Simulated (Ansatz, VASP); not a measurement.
# Zn12In12Ga12O47 (amorphous InGaZnO3.92) in two plane-wave programs

Wanted: the spread between two codes on one cell, functional and k mesh. The structure shown is the start of the Ansatz relaxation below; VASP solves that cell, so the two are compared at the walk's first step.

Main program and level: Ansatz 0.2.0; plane waves, with VASP 6.6.1 beside it; single point at PBE.

### Step 1. The starting structure

The cell holds 83 atoms: 12 In, 12 Ga, 12 Zn and 47 O. Its edges and angles: a = 10.182 Å, b = 10.182 Å, c = 10.182 Å, α = 90.0°, β = 90.0°, γ = 90.0°. 83 atoms (12 In, 12 Ga, 12 Zn, 47 O) packed at random and pushed apart as soft spheres at 5.9 g/cm^3; MD (Langevin at fixed volume unless said) with the MACE-MP-0b2 small potential (Batatia et al., arXiv:2401.00096), steps of 2 fs: 0.7 ps at 2600 K, 2600 to 1560 K in 0.7 ps, 1560 to 300 K in 2 ps; then atoms relaxed.

### Step 2. Ansatz: relaxation, PBE

Ansatz runs on its default PAW (the set named soft_2) files.

The two programs are compared at the cell with which this relaxation starts, whose forces are those of its first step.

Input file input.yaml:

```yaml
crystal:
  lattice:
    - [10.18236, 0.0, 0.0]
    - [0.0, 10.18236, 0.0]
    - [0.0, 0.0, 10.18236]
  atoms:
    - { symbol: In, position: [0.36947, 0.13719, 0.30677] }
    - { symbol: In, position: [0.09086, 0.61682, 0.8898] }
    - { symbol: In, position: [0.10286, 0.1548, 0.16137] }
    - { symbol: In, position: [0.78073, 0.66108, 0.40171] }
    - { symbol: In, position: [0.766, 0.10169, 0.01136] }
    - { symbol: In, position: [0.81937, 0.7257, 0.06848] }
    - { symbol: In, position: [0.95162, 0.44581, 0.20046] }
    - { symbol: In, position: [0.9545, 0.29815, 0.84839] }
    - { symbol: In, position: [0.34445, 0.36715, 0.07576] }
    - { symbol: In, position: [0.75931, 0.63797, 0.74803] }
    - { symbol: In, position: [0.1597, 0.66042, 0.5123] }
    - { symbol: In, position: [0.02275, 0.94189, 0.90579] }
    - { symbol: Ga, position: [0.60048, 0.92184, 0.2021] }
    - { symbol: Ga, position: [0.8758, 0.18606, 0.4792] }
    - { symbol: Ga, position: [0.68852, 0.43051, 0.00993] }
    - { symbol: Ga, position: [0.53745, 0.24887, 0.83877] }
    - { symbol: Ga, position: [0.65697, 0.9242, 0.49988] }
    - { symbol: Ga, position: [0.11089, 0.79621, 0.20054] }
    - { symbol: Ga, position: [0.64538, 0.25722, 0.26821] }
    - { symbol: Ga, position: [0.48355, 0.66892, 0.58882] }
    - { symbol: Ga, position: [0.30281, 0.06918, 0.88341] }
    - { symbol: Ga, position: [0.52917, 0.6296, 0.24554] }
    - { symbol: Ga, position: [0.33267, 0.41738, 0.37473] }
    - { symbol: Ga, position: [0.60118, 0.38702, 0.55244] }
    - { symbol: Zn, position: [0.26668, 0.84712, 0.71731] }
    - { symbol: Zn, position: [0.17696, 0.27818, 0.57472] }
    - { symbol: Zn, position: [0.91849, 0.87371, 0.6407] }
    - { symbol: Zn, position: [0.34101, 0.75397, 0.01818] }
    - { symbol: Zn, position: [0.72277, 0.09265, 0.7191] }
    - { symbol: Zn, position: [0.93273, 0.45402, 0.57534] }
    - { symbol: Zn, position: [0.41186, 0.54609, 0.81565] }
    - { symbol: Zn, position: [0.13036, 0.0032, 0.44811] }
    - { symbol: Zn, position: [0.4401, 0.12678, 0.60665] }
    - { symbol: Zn, position: [0.87514, 0.97652, 0.27001] }
    - { symbol: Zn, position: [0.56426, 0.88834, 0.84116] }
    - { symbol: Zn, position: [0.35205, 0.84006, 0.35043] }
    - { symbol: O, position: [0.27228, 0.12806, 0.50368] }
    - { symbol: O, position: [0.60867, 0.24558, 0.66895] }
    - { symbol: O, position: [0.46322, 0.49123, 0.63863] }
    - { symbol: O, position: [0.71615, 0.86045, 0.33965] }
    - { symbol: O, position: [0.70599, 0.61509, 0.20729] }
    - { symbol: O, position: [0.4053, 0.50271, 0.22984] }
    - { symbol: O, position: [0.88889, 0.09019, 0.82742] }
    - { symbol: O, position: [0.95329, 0.53836, 0.39779] }
    - { symbol: O, position: [0.95601, 0.02934, 0.08219] }
    - { symbol: O, position: [0.49455, 0.23182, 0.16773] }
    - { symbol: O, position: [0.46237, 0.78705, 0.17244] }
    - { symbol: O, position: [0.14948, 0.80733, 0.02036] }
    - { symbol: O, position: [0.34795, 0.78464, 0.54376] }
    - { symbol: O, position: [0.20562, 0.66409, 0.72619] }
    - { symbol: O, position: [0.73323, 0.28552, 0.42781] }
    - { symbol: O, position: [0.37785, 0.89665, 0.88754] }
    - { symbol: O, position: [0.71091, 0.08718, 0.21314] }
    - { symbol: O, position: [0.56273, 0.64459, 0.42602] }
    - { symbol: O, position: [0.2338, 0.30042, 0.25881] }
    - { symbol: O, position: [0.54934, 0.70758, 0.76067] }
    - { symbol: O, position: [0.72223, 0.59078, 0.941] }
    - { symbol: O, position: [0.75309, 0.29463, 0.90706] }
    - { symbol: O, position: [0.68923, 0.88632, 0.03549] }
    - { symbol: O, position: [0.49565, 0.97974, 0.35545] }
    - { symbol: O, position: [0.36798, 0.20198, 0.77512] }
    - { symbol: O, position: [0.74245, 0.50323, 0.58889] }
    - { symbol: O, position: [0.21674, 0.70183, 0.31189] }
    - { symbol: O, position: [0.93595, 0.79704, 0.23861] }
    - { symbol: O, position: [0.29232, 0.55669, 0.96691] }
    - { symbol: O, position: [0.96493, 0.49055, 0.77034] }
    - { symbol: O, position: [0.75571, 0.36499, 0.16637] }
    - { symbol: O, position: [0.16567, 0.00581, 0.77514] }
    - { symbol: O, position: [0.51252, 0.39937, 0.94178] }
    - { symbol: O, position: [0.98794, 0.11761, 0.35143] }
    - { symbol: O, position: [0.20879, 0.97847, 0.26223] }
    - { symbol: O, position: [0.55697, 0.97397, 0.64125] }
    - { symbol: O, position: [0.47501, 0.31039, 0.43035] }
    - { symbol: O, position: [0.76128, 0.77343, 0.58194] }
    - { symbol: O, position: [0.02728, 0.31823, 0.05104] }
    - { symbol: O, position: [0.06774, 0.84821, 0.53207] }
    - { symbol: O, position: [0.98502, 0.26783, 0.60531] }
    - { symbol: O, position: [0.98496, 0.59736, 0.06792] }
    - { symbol: O, position: [0.92024, 0.77736, 0.82503] }
    - { symbol: O, position: [0.26741, 0.16595, 0.03008] }
    - { symbol: O, position: [0.5971, 0.081, 0.88945] }
    - { symbol: O, position: [0.21192, 0.45424, 0.50332] }
    - { symbol: O, position: [0.81087, 0.03091, 0.55275] }
kpoints:
  mp_grid: { grid: [1, 1, 1] }
hamiltonian:
  xc: pbe
scf:
  occupations: { method: fermi_dirac, width: 0.025 }
output:
  forces: true
relax:
  f_tol: 0.04
  max_steps: 250
  cell: {}
```

Launch:

```bash
> ansatz run input.yaml --threads 4 --pin off --max-ram 8192MiB --backend cpu --events-out ev --progress --plain --runs-dir out
```

Numbers of over 12 decimals in the logs are rounded to 6 here.

The program printed:

```text
Engine: ansatz 0.2.0, aarch64-unknown-linux-gnu
Pseudopotentials: kind: paw
Pseudopotential: In, paw, valence charge 13, recommended cutoff 420 eV (normal), In.paw.azcp
Pseudopotential: Ga, paw, valence charge 13, recommended cutoff 420 eV (normal), Ga.paw.azcp
Pseudopotential: Zn, paw, valence charge 12, recommended cutoff 420 eV (normal), Zn.paw.azcp
Pseudopotential: O, paw, valence charge 6, recommended cutoff 420 eV (normal), O.paw.azcp
Functional definition: PBE
  parameter kappa = 0.804
  parameter beta = 0.066725
  exchange = pbe_x(kappa = kappa, mu = beta*pi^2/3)
  correlation = pbe_c(beta = beta)
Crystal: 83 atoms, lattice volume = 1055.712 Å³
Basis set: ecut = 420 eV, 20479 PW (Γ), exchange–correlation on 144×144×144 points (8 copies of the dense FFT grid, shifted against one another)
Bands: 452, of which v1, the nominal top of the filled ones, is band 369 counted from 1 (368 counted from 0)
Symmetry: 1 space group operations
Space group: P1 (ITA 1), of the structure as read, at distance tolerance 1.0e-4 Å
k-points: 1
Non-local potential: In, projectors of the file, l = 0: 2, l = 1: 2, l = 2: 2, l = 3: 2
Non-local potential: Ga, projectors of the file, l = 0: 2, l = 1: 2, l = 2: 3, l = 3: 1
Non-local potential: Zn, projectors of the file, l = 0: 2, l = 1: 2, l = 2: 3, l = 3: 1
Non-local potential: O, projectors of the file, l = 0: 2, l = 1: 2, l = 2: 1
PAW form: soft (Blöchl's): semilocal exchange-correlation on the pseudo side does not see the compensation charge
PAW one-centre angular grid: In, 590 points (default); XC on 64 Gauss nodes
PAW one-centre angular grid: Ga, 590 points (default); XC on 64 Gauss nodes
PAW one-centre angular grid: Zn, 590 points (default); XC on 64 Gauss nodes
PAW one-centre angular grid: O, 110 points (default); XC on 64 Gauss nodes
Initial density: superposition of atomic densities (neutral atoms: chi_scale 0, normalization atom), corrected by the library's trained network
Initial wavefunctions: pseudopotential atomic-orbital guess
Functional: x = pbe(κ = 0.804, μ = 0.219515), c = pbe(β = 0.066725)
SCF iter   1: F=—  HF=-179070.945089 eV  |F-HF|=—  |Δ(HF+E_count)|=         —  Δρ=3.06e-3  dr2=8.11e-2  ethr=1.77e-3  ⟨swp⟩=6.0  Hψ=1667  notcnv=0
preconditioner: auto → Resta (q_TF=auto, 2.570 Å⁻¹)  ε∞=5.3  [insulator: Δε(μ)=2.126 eV  Ē_g=15.014 eV  σ=0.025 eV  W_gap=1.00  n_scr=304 (ndim 8)  ℏωp=31.0 eV  f_vac=0.064  D(μ)=0.00/eV (n_scr^D=0)  ε∞_Penn≈5.3]
SCF iter   2: F=—  HF=-179070.941461 eV  |F-HF|=—  |Δ(HF+E_count)|=   3.63e-3  Δρ=1.46e-3  dr2=1.37e-2  ethr=1.10e-5  ⟨swp⟩=2.0  Hψ=895  notcnv=0  defer=77
SCF iter   3: F=—  HF=-179070.942301 eV  |F-HF|=—  |Δ(HF+E_count)|=   8.40e-4  Δρ=6.74e-4  dr2=4.60e-3  ethr=1.86e-6  ⟨swp⟩=2.0  Hψ=708  notcnv=0  defer=77
SCF iter   4: F=—  HF=-179070.942746 eV  |F-HF|=—  |Δ(HF+E_count)|=   4.45e-4  Δρ=2.42e-4  dr2=6.13e-4  ethr=6.24e-7  ⟨swp⟩=2.0  Hψ=708  notcnv=0  defer=77
SCF iter   5: F=—  HF=-179070.942724 eV  |F-HF|=—  |Δ(HF+E_count)|=   2.16e-5  Δρ=9.70e-5  dr2=9.93e-5  ethr=8.30e-8  ⟨swp⟩=2.0  Hψ=707  notcnv=0  defer=77
SCF iter   6: F=—  HF=-179070.944066 eV  |F-HF|=—  |Δ(HF+E_count)|=   1.34e-3  Δρ=6.17e-5  dr2=3.69e-5  ethr=1.35e-8  ⟨swp⟩=2.0  Hψ=740  notcnv=0  defer=77
SCF iter   7: F=—  HF=-179070.944064 eV  |F-HF|=—  |Δ(HF+E_count)|=   1.73e-6  Δρ=1.71e-5  dr2=3.29e-6  ethr=5.00e-9  ⟨swp⟩=2.0  Hψ=736  notcnv=0  defer=77
SCF iter   8: F=—  HF=-179070.944066 eV  |F-HF|=—  |Δ(HF+E_count)|=   2.24e-6  Δρ=9.94e-6  dr2=1.10e-6  ethr=4.46e-10  ⟨swp⟩=2.0  Hψ=713  notcnv=0  defer=77
SCF iter   9: F=—  HF=-179070.944067 eV  |F-HF|=—  |Δ(HF+E_count)|=   3.58e-7  Δρ=4.21e-6  dr2=2.10e-7  ethr=1.50e-10  ⟨swp⟩=2.0  Hψ=734  notcnv=0  defer=77
SCF iter  10: F=-179070.944067 eV  HF=-179070.944067 eV  |F-HF|=2.40e-8  |Δ(HF+E_count)|=   1.15e-7  Δρ=1.48e-6  dr2=3.15e-8  ethr=1.36e-11  ⟨swp⟩=4.0  Hψ=1315  notcnv=0
SCF 1 converged in 10 iterations: F = -179070.944067 eV  dr2 = 3.15e-8
  greatest PAW one-centre occupation: 0.998 electrons in one spin orbital (limit 2), on the Ga atom at site 12 (counted from 0), in its partial waves of l = 2
relax step   1: F+E_penalty+E_count = -179070.94406670 eV  Δ(F+E_penalty+E_count) = +0.000e0 eV  max|allowed force component| = 2.465e-1 eV/Å  Δτ_max = 0.0000 Å  P = +2.675 GPa  Ω = 1055.712 Å³  (10 SCF iters, dr2 threshold 1.00e-7 eV, accepted)
Crystal: 83 atoms, lattice volume = 1080.407 Å³
Basis set: ecut = 420 eV, 21121 PW (Γ), exchange–correlation on 144×144×144 points (8 copies of the dense FFT grid, shifted against one another)
Initial density: handed on by an earlier stage of this run
Initial wavefunctions: those handed on with the density
iter 1 solved again at ethr=6.19e-5 eV; its pass at ethr=3.10e-3 eV (dr2=4.57e-1 eV) is discarded
SCF iter   1: F=—  HF=-179071.588640 eV  |F-HF|=—  |Δ(HF+E_count)|=         —  Δρ=9.98e-3  dr2=4.57e-1  ethr=6.19e-5  ⟨swp⟩=5.0  Hψ=2349  notcnv=0
[...]
atom  60  O      0.00100982     0.00087727    -0.00127717
  atom  61  O      0.00062696    -0.00401595     0.00345241
  atom  62  O      0.00174772    -0.00142933    -0.00382183
  atom  63  O     -0.00281214    -0.00192728    -0.00200418
  atom  64  O     -0.00576465    -0.00413232    -0.00580734
  atom  65  O     -0.00089820     0.00165490    -0.00066559
  atom  66  O      0.00180911     0.00384728    -0.00170293
  atom  67  O      0.00026560     0.00387356     0.00756396
  atom  68  O     -0.00635565    -0.00088995     0.00022540
  atom  69  O      0.00112059    -0.00406479     0.00317876
  atom  70  O     -0.00381827    -0.00010515    -0.00030370
  atom  71  O      0.00043673     0.00810131    -0.00242921
  atom  72  O      0.00214164     0.00169546    -0.00087523
  atom  73  O      0.00019559     0.00104260    -0.00206130
  atom  74  O      0.00073068    -0.00184977    -0.00155692
  atom  75  O     -0.00262333     0.00150028     0.00257026
  atom  76  O     -0.00045771     0.00388171     0.00268077
  atom  77  O     -0.00080150    -0.00013031    -0.00201315
  atom  78  O     -0.00084001     0.00066594     0.00523443
  atom  79  O      0.00185893     0.00349223     0.00548416
  atom  80  O     -0.00169091    -0.00302269     0.00000299
  atom  81  O      0.00340062    -0.00384613    -0.00102534
  atom  82  O     -0.00065185     0.00522156    -0.00491324
  atom  83  O      0.00195742    -0.00056491    -0.00225494
  max |Σ_I F_I| component: 1.35e-5 eV/Å
--- Stress (GPa, compression-positive) ---
       -0.001671      -0.012614      -0.008779
       -0.012614      -0.003234      -0.005741
       -0.008779      -0.005741       0.009433
  P = ⅓ Tr σ = 0.0015 GPa (0.015 kbar)
--- Relaxed structure (43 steps of the walk, 39 accepted, 3 SCFs on fresh bases) ---
  F+E_penalty+E_count = -179073.29386752 eV   max|allowed force component| = 1.030e-2 eV/Å   (the final SCF, on the basis selected at the relaxed cell)
  cell:  # Å, volume = 1114.3162 Å³
    - [10.232263, -0.273053, -0.339171]
    - [-0.273053, 10.426045, -0.429289]
    - [-0.339171, -0.429289, 10.482199]
  atoms:
    - { symbol: In, position: [0.366487, 0.115249, 0.291372] }
    - { symbol: In, position: [0.073835, 0.619852, 0.924360] }
    - { symbol: In, position: [0.077607, 0.160562, 0.195212] }
    - { symbol: In, position: [0.780658, 0.670250, 0.429531] }
    - { symbol: In, position: [0.750245, 0.076406, 0.034274] }
    - { symbol: In, position: [0.798962, 0.716191, 0.073446] }
    - { symbol: In, position: [0.899306, 0.464307, 0.217265] }
    - { symbol: In, position: [0.988094, 0.295188, 0.921877] }
    - { symbol: In, position: [0.356756, 0.310054, 0.062004] }
    - { symbol: In, position: [0.744443, 0.663803, 0.757107] }
    - { symbol: In, position: [0.137851, 0.656612, 0.467930] }
    - { symbol: In, position: [0.00423215, 0.934579, 0.936014] }
    - { symbol: Ga, position: [0.606296, 0.921470, 0.230038] }
    - { symbol: Ga, position: [0.884359, 0.210874, 0.482026] }
    - { symbol: Ga, position: [0.691712, 0.418164, -0.023377] }
    - { symbol: Ga, position: [0.516606, 0.227872, 0.807744] }
    - { symbol: Ga, position: [0.707408, 0.940417, 0.539764] }
    - { symbol: Ga, position: [0.124683, 0.817741, 0.209376] }
    - { symbol: Ga, position: [0.636329, 0.260517, 0.266355] }
    - { symbol: Ga, position: [0.469330, 0.649782, 0.587804] }
    - { symbol: Ga, position: [0.263224, 0.051605, 0.851358] }
    - { symbol: Ga, position: [0.527260, 0.623926, 0.235775] }
    - { symbol: Ga, position: [0.353711, 0.420123, 0.341300] }
    - { symbol: Ga, position: [0.622211, 0.387098, 0.553005] }
    - { symbol: Zn, position: [0.251306, 0.762630, 0.749923] }
    - { symbol: Zn, position: [0.190272, 0.310052, 0.529052] }
    - { symbol: Zn, position: [0.993466, 0.839138, 0.643959] }
    - { symbol: Zn, position: [0.356681, 0.783889, 0.016464] }
    - { symbol: Zn, position: [0.763654, 0.161339, 0.748605] }
    - { symbol: Zn, position: [0.969717, 0.482890, 0.651607] }
    - { symbol: Zn, position: [0.469998, 0.557137, 0.838279] }
    - { symbol: Zn, position: [0.140525, 0.015205, 0.451114] }
    - { symbol: Zn, position: [0.443225, 0.098867, 0.575493] }
    - { symbol: Zn, position: [0.887605, 0.954955, 0.290770] }
    - { symbol: Zn, position: [0.531799, 0.918276, 0.792030] }
    - { symbol: Zn, position: [0.389349, 0.813832, 0.392273] }
    - { symbol: O, position: [0.282677, 0.150382, 0.482365] }
    - { symbol: O, position: [0.590870, 0.241059, 0.648321] }
    - { symbol: O, position: [0.495779, 0.489657, 0.646610] }
    - { symbol: O, position: [0.730057, 0.873179, 0.369176] }
    - { symbol: O, position: [0.708571, 0.612534, 0.230909] }
    - { symbol: O, position: [0.402613, 0.489827, 0.189375] }
    - { symbol: O, position: [0.898353, 0.101320, 0.881106] }
    - { symbol: O, position: [0.949016, 0.562949, 0.395658] }
    - { symbol: O, position: [0.940353, 0.017344, 0.109519] }
    - { symbol: O, position: [0.485499, 0.188056, 0.152741] }
    - { symbol: O, position: [0.473209, 0.776188, 0.172075] }
    - { symbol: O, position: [0.151131, 0.798379, 0.031030] }
    - { symbol: O, position: [0.321928, 0.746254, 0.573939] }
    - { symbol: O, position: [0.067996, 0.660540, 0.668635] }
    - { symbol: O, position: [0.750699, 0.308804, 0.420686] }
    - { symbol: O, position: [0.369750, 0.913399, 0.884030] }
    - { symbol: O, position: [0.705254, 0.091665, 0.232321] }
    - { symbol: O, position: [0.535877, 0.666884, 0.422839] }
    - { symbol: O, position: [0.256221, 0.278471, 0.243288] }
    - { symbol: O, position: [0.555275, 0.732865, 0.744988] }
    - { symbol: O, position: [0.660257, 0.584958, 0.932021] }
    - { symbol: O, position: [0.786220, 0.331705, 0.857132] }
    - { symbol: O, position: [0.684786, 0.881402, 0.068226] }
    - { symbol: O, position: [0.482451, 0.974284, 0.355166] }
[...]
- { symbol: O, position: [0.062476, 0.856283, 0.480223] }
    - { symbol: O, position: [1.013886, 0.315239, 0.576394] }
    - { symbol: O, position: [0.922103, 0.555635, 0.048863] }
    - { symbol: O, position: [0.898452, 0.752705, 0.887628] }
    - { symbol: O, position: [0.199773, 0.174883, -0.026593] }
    - { symbol: O, position: [0.618292, 0.092848, 0.868942] }
    - { symbol: O, position: [0.245879, 0.473704, 0.464446] }
    - { symbol: O, position: [0.819434, 0.085998, 0.585564] }
```

[end of part 1 of 2]

[Lines on the potential files, build, host, timing and source positions are cut from VASP's logs without a mark.]

[Logs are printed without paths, hosts, clocks, repeated set-up lines and the standing remarks that a program may print on its own settings, such as how far it seeks lower states.]

[Hosts, paths, dates, database ids (printed as entryN), source tags and the programs' standing remarks are cut or masked in the printed files.]
